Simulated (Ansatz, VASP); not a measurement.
# Be3ZnSe4: VASP beside Ansatz

```xyz
8
Lattice="-2.6613 2.6613 5.2919 2.6613 -2.6613 5.2919 2.6613 2.6613 -5.2919" Properties=species:S:1:pos:R:3 pbc="T T T"
Be    0.0000    0.0000    5.2919
Be    0.0000    2.6613    2.6459
Be    2.6613    0.0000    2.6459
Zn    0.0000    0.0000    0.0000
Se    1.4181    1.4181   -1.3928
Se    1.2432    1.2432    3.8991
Se    1.2432   -1.2432    6.6847
Se   -1.2432    1.2432    6.6847
```

Alike in both runs: functional PBE; k mesh 3 × 3 × 3; occupations gaussian, width 0.15 eV; no spin polarisation.

Ansatz relaxed the structure, and its values are those at the end. VASP's run is a single point on that final structure, the one shown.

```csv
,VASP,Ansatz
version,VASP 6.6.1,Ansatz 0.2.0
potentials or method,"VASP PAW PBE potentials, release 64 (Be, Zn, Se)","scalar-relativistic, plane waves, PAW"
plane-wave cutoff (eV),520,420
valence electrons in the cell,42,82
```

VASP gave:

```
gap on the k mesh at the Fermi level (eV) : 2.72
least direct gap on the mesh (eV)         : 2.72
pressure (GPa)                            : 0.3
rms of the force components (eV/Å)        : 0.008
```

Question: Which values does Ansatz return?

Answer: gap on the k mesh at the Fermi level (eV): 2.73; least direct gap on the mesh (eV): 2.73; pressure (GPa): 0.1; rms of the force components (eV/Å): 0.004.

The two sets of potentials don't hold the same shells in valence.

Caveats: the k mesh is coarse (spacing up to 0.56 Å⁻¹), so the values aren't converged; an odd mesh through Γ misses points on the zone boundary, where band edges often lie.
